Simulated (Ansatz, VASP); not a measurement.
# K2Pt in two plane-wave programs

Aim: how closely do two programs agree when they are given the same cell, functional and k mesh? The cell is taken from a series of runs on this material, whose earlier steps may have relaxed, scaled, displaced or heated it; both programs get it as it stands.

Method: plane waves, with VASP 6.6.1 beside it; relaxation of cell and atoms at PBEsol, in Ansatz 0.2.0.

**1. The starting structure**

It takes space group Fm-3m (No. 225, cubic). The conventional cell has a = 7.473 Å, b = 7.473 Å, c = 7.473 Å, α = 90.00°, β = 90.00°, γ = 90.00°. Nearest to K lie 4 Pt at 3.24 Å. Nearest to Pt lie 8 K at 3.24 Å. Farther neighbours are not listed.

Coordinates:

```xyz
3
Lattice="0.0000 3.7364 3.7364 3.7364 0.0000 3.7364 3.7364 3.7364 0.0000" Properties=species:S:1:pos:R:3 pbc="T T T"
K     5.6045    5.6045    5.6045
K     1.8682    1.8682    1.8682
Pt    0.0000    0.0000    0.0000
```

**2. VASP: relaxation of cell and atoms, PBEsol**

The relaxed volume is the usual yardstick between codes: in a stiff, nearly cubic crystal its relative difference is about their pressure difference at one cell divided by the bulk modulus.

Lines of VASP's logs that name or quote its potential files are left out, and so is its time.

Contents of INCAR:

```
SYSTEM = K2Pt
PREC = Accurate
ENCUT = 500
EDIFF = 1E-07
NELM = 120
ISMEAR = 0
SIGMA = 0.01
LREAL = .FALSE.
ALGO = Normal
GGA = PS
NBANDS = 20
LASPH = .TRUE.
LORBIT = 11
LWAVE = .FALSE.
LCHARG = .FALSE.
ISIF = 3
IBRION = 2
NSW = 80
EDIFFG = -0.005
GGA_COMPAT = .FALSE.
NELMIN = 4
EFERMI = MIDGAP
```

Contents of POSCAR:

```
K2Pt
1.0
    0.0000000000      3.7363510000      3.7363510000
    3.7363510000      0.0000000000      3.7363510000
    3.7363510000      3.7363510000      0.0000000000
K Pt
2 1
Direct
    0.7500000000      0.7500000000      0.7500000000
    0.2500000000      0.2500000000      0.2500000000
    0.0000000000      0.0000000000      0.0000000000
```

Contents of KPOINTS:

```
Automatic mesh
0
Gamma
8 8 8
0 0 0
```

Potentials, in the order of the species: K_sv and Pt (PBE family, release 64).

The run is started by

```bash
$ mpirun -np 1 vasp_std
```

Numbers of over 12 decimals in the logs are rounded to 6 here.

The log of the run:

```text
[banner, memory and clock lines left out]
running    1 mpi-ranks, on    1 nodes
 distrk:  each k-point on    1 cores,    1 groups
 distr:  one band on    1 cores,    1 groups

 POSCAR found type information on POSCAR K Pt
 POSCAR found :  2 types and       3 ions
|                                                                             |
|               ----> ADVICE to this user running VASP <----                  |
|                                                                             |
|     You enforced a specific xc type in the INCAR file but a different       |
|     [... a line on the potential file left out ...]
|     I HOPE YOU KNOW WHAT YOU ARE DOING!                                     |
|                                                                             |

 LDA part: xc-table for (Slater+PW92), standard interpolation
 POSCAR, INCAR and KPOINTS ok, starting setup
 FFT: planning ... GRIDC
 FFT: planning ... GRID_SOFT
 FFT: planning ... GRID
 WAVECAR not read
 entering main loop
       N       E                     dE             d eps       ncg     rms          rms(c)
DAV:   1     0.179932308176E+03    0.17993E+03   -0.12694E+04  1176   0.119E+03
DAV:   2     0.215611532994E+01   -0.17778E+03   -0.17025E+03  1408   0.326E+02
DAV:   3    -0.900851489584E+01   -0.11165E+02   -0.11099E+02  1916   0.638E+01
DAV:   4    -0.937233410297E+01   -0.36382E+00   -0.36341E+00  1612   0.105E+01
DAV:   5    -0.938951897199E+01   -0.17185E-01   -0.17184E-01  1688   0.144E+00    0.576E+00
DAV:   6    -0.886071442536E+01    0.52880E+00   -0.21918E+00  1252   0.611E+00    0.554E+00
DAV:   7    -0.879971793651E+01    0.60996E-01   -0.23710E-01  1976   0.246E+00    0.322E+00
DAV:   8    -0.877145441670E+01    0.28264E-01   -0.86459E-02  1288   0.174E+00    0.447E-01
DAV:   9    -0.877407673408E+01   -0.26223E-02   -0.81628E-03  1680   0.441E-01    0.185E-01
DAV:  10    -0.877498914410E+01   -0.91241E-03   -0.87300E-04  1268   0.163E-01    0.759E-02
DAV:  11    -0.877553620753E+01   -0.54706E-03   -0.86077E-04  1336   0.129E-01    0.246E-02
DAV:  12    -0.877555680893E+01   -0.20601E-04   -0.11463E-04  1688   0.440E-02    0.128E-02
DAV:  13    -0.877555998810E+01   -0.31792E-05   -0.37497E-05  1300   0.263E-02    0.650E-03
DAV:  14    -0.877555941813E+01    0.56997E-06   -0.31930E-06  1296   0.755E-03    0.193E-03
DAV:  15    -0.877555944433E+01   -0.26193E-07   -0.21142E-07  1104   0.218E-03
   1 F= -.87755594E+01 E0= -.87755594E+01  d E =-.877556E+01
 curvature:   0.00 expect dE= 0.000E+00 dE for cont linesearch  0.000E+00
 trial: gam= 0.00000 g(F)=  0.435E-50 g(S)=  0.982E-04 ort = 0.000E+00 (trialstep = 0.100E+01)
 search vector abs. value=  0.982E-04
 bond charge predicted
       N       E                     dE             d eps       ncg     rms          rms(c)
DAV:   1    -0.877699863510E+01   -0.14392E-02   -0.27159E-02  1212   0.140E+00    0.228E-01
DAV:   2    -0.877587489281E+01    0.11237E-02   -0.85638E-03  1464   0.543E-01    0.102E-01
DAV:   3    -0.877566844906E+01    0.20644E-03   -0.75318E-04  1732   0.161E-01    0.545E-02
DAV:   4    -0.877563011746E+01    0.38332E-04   -0.15232E-04  2104   0.732E-02    0.468E-02
DAV:   5    -0.877563272043E+01   -0.26030E-05   -0.17109E-05  1964   0.198E-02    0.109E-02
DAV:   6    -0.877563145569E+01    0.12647E-05   -0.12182E-05  2164   0.167E-02    0.288E-03
DAV:   7    -0.877563096912E+01    0.48657E-06   -0.56611E-07  1312   0.341E-03    0.946E-04
DAV:   8    -0.877563083096E+01    0.13816E-06   -0.47763E-08   776   0.141E-03    0.245E-04
DAV:   9    -0.877563084520E+01   -0.14235E-07   -0.80627E-09   708   0.716E-04
   2 F= -.87756308E+01 E0= -.87756308E+01  d E =-.714009E-04
 trial-energy change:   -0.000071  1 .order   -0.000071   -0.000098   -0.000045
 step:   1.8326(harm=  1.8326)  dis= 0.00000  next Energy=    -8.775649 (dE=-0.900E-04)
 bond charge predicted
       N       E                     dE             d eps       ncg     rms          rms(c)
DAV:   1    -0.877659818965E+01   -0.96736E-03   -0.18817E-02  1192   0.116E+00    0.190E-01
DAV:   2    -0.877582043715E+01    0.77775E-03   -0.59530E-03  1448   0.452E-01    0.854E-02
DAV:   3    -0.877567701496E+01    0.14342E-03   -0.52471E-04  1720   0.134E-01    0.452E-02
DAV:   4    -0.877565032758E+01    0.26687E-04   -0.10573E-04  2088   0.610E-02    0.388E-02
DAV:   5    -0.877565165547E+01   -0.13279E-05   -0.11957E-05  1960   0.166E-02    0.904E-03
DAV:   6    -0.877565049894E+01    0.11565E-05   -0.84745E-06  2168   0.140E-02    0.241E-03
DAV:   7    -0.877565008093E+01    0.41802E-06   -0.39837E-07  1244   0.286E-03    0.788E-04
DAV:   8    -0.877564996802E+01    0.11291E-06   -0.34381E-08   716   0.121E-03    0.206E-04
DAV:   9    -0.877564997898E+01   -0.10966E-07   -0.56962E-09   668   0.605E-04
   3 F= -.87756500E+01 E0= -.87756500E+01  d E =-.905347E-04
 curvature:  -0.92 expect dE=-0.674E-08 dE for cont linesearch -0.674E-08
 trial: gam=-0.00858 g(F)=  0.145E-49 g(S)=  0.735E-08 ort = 0.850E-06 (trialstep = 0.117E+01)
 search vector abs. value=  0.101E-09
 reached required accuracy - stopping structural energy minimisation
```

OUTCAR, selected parts (step 2):

```text
ion  position               nearest neighbor table
   1  0.750  0.750  0.750-   3 3.24   3 3.24   3 3.24   3 3.24   2 3.74   2 3.74   2 3.74   2 3.74
                             2 3.74   2 3.74
   2  0.250  0.250  0.250-   3 3.24   3 3.24   3 3.24   3 3.24   1 3.74   1 3.74   1 3.74   1 3.74
                             1 3.74   1 3.74
   3  0.000  0.000  0.000-   1 3.24   1 3.24   1 3.24   1 3.24   2 3.24   2 3.24   2 3.24   2 3.24

  LATTYP: Found a face centered cubic cell.
 ALAT       =     7.4727020000

 Subroutine GETGRP returns: Found 48 space group operations
 (whereof 48 operations were pure point group operations)

The static configuration has the point symmetry O_h .

 Found     29 irreducible k-points:

   k-points           NKPTS =     29   k-points in BZ     NKDIM =     29   number of bands    NBANDS=     20

   dimension x,y,z NGX =    40 NGY =   40 NGZ =   40
   dimension x,y,z NGXF=    80 NGYF=   80 NGZF=   80

   ENCUT  =  500.0 eV  36.75 Ry    6.06 a.u.   9.63  9.63  9.63*2*pi/ulx,y,z

   NELECT =      28.0000    total number of electrons

 k-points in reciprocal lattice and weights: Automatic mesh
   0.00000000  0.00000000  0.00000000       0.002
   0.12500000  0.00000000  0.00000000       0.016
   0.25000000  0.00000000  0.00000000       0.016
   0.37500000  0.00000000  0.00000000       0.016
   0.50000000  0.00000000  0.00000000       0.008
   0.12500000  0.12500000  0.00000000       0.012
   0.25000000  0.12500000  0.00000000       0.047
   0.37500000  0.12500000  0.00000000       0.047
   0.50000000  0.12500000  0.00000000       0.047
[...]
-0.37500000  0.50000000  0.12500000       0.023
  -0.25000000  0.50000000  0.25000000       0.012

 average (electrostatic) potential at core
       1 -36.2971       2 -36.2971       3 -70.2249

 E-fermi :   1.0447

 k-point     1 :       0.0000    0.0000    0.0000
  band No.  band energies     occupation
    ...
     10       0.1407      2.00000
     11       0.1407      2.00000
     12       0.2995      2.00000
     13       0.2995      2.00000
     14       0.2995      2.00000
     15       3.8900      0.00000
     16       3.8900      0.00000
     17       3.8900      0.00000
     18       6.0190      0.00000
     19       6.3337      0.00000
    ...

 k-point     2 :       0.1250    0.0000    0.0000
  band No.  band energies     occupation
    ...
     10       0.1488      2.00000
     11       0.1488      2.00000
     12       0.2771      2.00000
     13       0.2965      2.00000
     14       0.2965      2.00000
     15       3.4364      0.00000
     16       3.9807      0.00000
     17       3.9807      0.00000
     18       6.3235      0.00000
     19       6.3235      0.00000
    ...

 k-point     3 :       0.2500    0.0000    0.0000
  band No.  band energies     occupation
    ...
     10       0.1688      2.00000
     11       0.1688      2.00000
     12       0.2297      2.00000
     13       0.2898      2.00000
     14       0.2898      2.00000
     15       2.6965      0.00000
     16       4.2137      0.00000
     17       4.2137      0.00000
     18       6.3375      0.00000
     19       6.3375      0.00000
    ...

  Total        0.0003904      0.0003904      0.0003904     -0.0000000      0.0000000      0.0000000
  in kB        0.0059719      0.0059719      0.0059719     -0.0000000      0.0000000      0.0000000
  external PRESSURE =       0.0059719 kB  Pullay stress =       0.0000000 kB

  energy-cutoff  :      500.00
  volume of cell :      104.74
      direct lattice vectors                 reciprocal lattice vectors
     0.000000000  3.741319395  3.741319395    -0.133642693  0.133642693  0.133642693
     3.741319395  0.000000000  3.741319395     0.133642693 -0.133642693  0.133642693
     3.741319395  3.741319395 -0.000000000     0.133642693  0.133642693 -0.133642693

 POSITION                                       TOTAL-FORCE (eV/Angst)
 -----------------------------------------------------------------------------------
      5.61198      5.61198      5.61198         0.000000      0.000000     -0.000000
      1.87066      1.87066      1.87066        -0.000000     -0.000000      0.000000
      0.00000      0.00000      0.00000        -0.000000     -0.000000     -0.000000
 -----------------------------------------------------------------------------------
    total drift:                               -0.000000     -0.000000      0.000000

  FREE ENERGIE OF THE ION-ELECTRON SYSTEM (eV)
  ---------------------------------------------------
  free  energy   TOTEN  =        -8.7756499790 eV

  energy  without entropy=       -8.7756499790  energy(sigma->0) =       -8.77564998

 reached required accuracy - stopping structural energy minimisation

 total charge
# of ion       s       p       d       tot
------------------------------------------
    1        1.970   5.552   0.048   7.570
    2        1.970   5.552   0.048   7.570
    3        0.819   0.012   8.374   9.205
--------------------------------------------------
tot          4.758  11.117   8.470  24.345

[... 3 further parts left out ...]
```

The run keeps the 48 symmetry operations of its start, so it cannot find a distortion of lower symmetry.

(Continued in part 2 of 2.)

[Lines on the potential files, build, host, timing and source positions are cut from VASP's logs without a mark.]

[Logs are printed without paths, hosts, clocks, repeated set-up lines and the standing remarks that a program may print on its own settings, such as how far it seeks lower states.]

[Hosts, paths, dates, database ids (printed as entryN), source tags and the programs' standing remarks are cut or masked in the printed files.]
